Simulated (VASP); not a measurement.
Wanted: the native input for a VASP 6.6.1 run.

- Task: relaxation of cell and atoms
- Functional: PBEsol
- Potentials or basis: VASP PAW PBE potentials, release 64 (K_sv, Nb_sv, C)
- Cutoff: 600 eV
- k mesh: 6 × 6 × 5
- Occupations: fermi-dirac, width 0.05 eV
- Spin: no spin polarisation
- Target pressure: 5 GPa
- Further INCAR settings: ALGO = Normal; EDIFF = 1e-07; IBRION = 2; EDIFFG = -0.02; NSW = 40; ISIF = 3
- Target pressure: 5 GPa

The structure of KNbC lies in POSCAR:

```
KNbC
1.0
    4.9374200000      0.0000000000      0.0000000000
    0.0000000000      4.9374200000      0.0000000000
    0.0000000000      0.0000000000      5.2738700000
K Nb C
1 1 1
Direct
    0.5000000000      0.5000000000      0.0000000000
    0.0000000000      0.0000000000      0.0000000000
    0.5000000000      0.5000000000      0.5000000000
```

The cell was built by a generator and needn't be a form met in nature.

These files were run (other wordings do the same):

INCAR

```
SYSTEM = KNbC
ALGO = Normal ; EDIFF = 1E-7
EDIFFG = -0.02 ; ENCUT = 600
GGA = PS ; IBRION = 2
ISIF = 3 ; ISMEAR = -1
LASPH = .True. ; LCHARG = .False.
LREAL = .False. ; LWAVE = .False.
NELM = 100 ; NSW = 40
PREC = Accurate ; PSTRESS = 50
SIGMA = 0.05
```

KPOINTS

```
k-points
0
Gamma
  6 6 5
  0 0 0
```

Potentials or basis: VASP PAW PBE potentials, release 64 (K_sv, Nb_sv, C).

Run with:

```bash
$ cat potpaw_PBE.64/K_sv/POTCAR potpaw_PBE.64/Nb_sv/POTCAR potpaw_PBE.64/C/POTCAR > POTCAR
$ mpirun -np 1 vasp_std > vasp.out
```

It gave:

- Relaxed volume: 19.06 Å³/atom
- Relaxed cell: a = 3.642 Å, b = 3.642 Å, c = 4.312 Å, α = 90.00°, β = 90.00°, γ = 90.00°
- Space group after relaxing (to 0.05 Å): P4/mmm (No. 123)
- Energy change on relaxing (the enthalpy is what falls): -409.6 meV/atom
- Ionic steps: 12
- Pressure after relaxing: 5.0 GPa
- Band gap on the k mesh: none (metal or under the smearing width)

Caveat: the cell is relaxed towards a set pressure, so the enthalpy falls and the energy may rise; the volume moved by over 15 % at a fixed basis, so the end points are rough; the PAW data sets were made with another functional, which shifts forces and pressure a little.

It took 7.6 min on 1 thread of Intel(R) Xeon(R) 6975P-C (Granite Rapids), on a shared host, peak memory 0.34 GiB.
